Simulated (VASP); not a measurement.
```xyz
2
Lattice="0.0000 2.7519 2.7519 2.7519 0.0000 2.7519 2.7519 2.7519 0.0000" Properties=species:S:1:pos:R:3 pbc="T T T"
Mg     0.0000     0.0000     0.0000
Se     2.7519     2.7519     2.7519
```

Calculation: modified Becke-Johnson potential (mBJ) with spin-orbit coupling, VASP's PBE PAW potentials (set 64) (plane waves; VASP). Numerical set-up: 350 eV cut-off, 6×6×6 Γ-centred mesh, Gaussian smearing of 0.050 eV, potentials Mg Se.

mBJ is a potential without an energy functional, so only the levels count.

Q: Give the energies of bands 3 to 15 at the high-symmetry points, in eV from the valence-band maximum.

A: 
```csv
band,Γ,X,U,L,W
3,-0.39,-3.97,-3.52,-4.56,-3.18
4,-0.39,-3.97,-3.52,-4.56,-3.18
5,0.00,-1.83,-3.05,-0.79,-3.01
6,0.00,-1.83,-3.05,-0.79,-3.01
7,0.00,-1.63,-1.41,-0.55,-2.31
8,0.00,-1.63,-1.41,-0.55,-2.31
9,3.47,2.60,3.75,4.53,5.01
10,3.47,2.60,3.75,4.53,5.01
11,7.77,4.58,6.71,6.60,7.59
12,7.77,4.58,6.71,6.60,7.59
13,7.77,12.29,9.34,6.60,7.94
14,7.77,12.31,9.34,6.60,7.94
15,7.78,12.54,10.22,9.44,8.01
```

The gap is indirect, 2.60 eV, from the valence maximum at Γ to the conduction minimum at X.

The compound is MgSe in the rock salt structure. It was relaxed first. The cell's shape comes from a PBE relaxation.
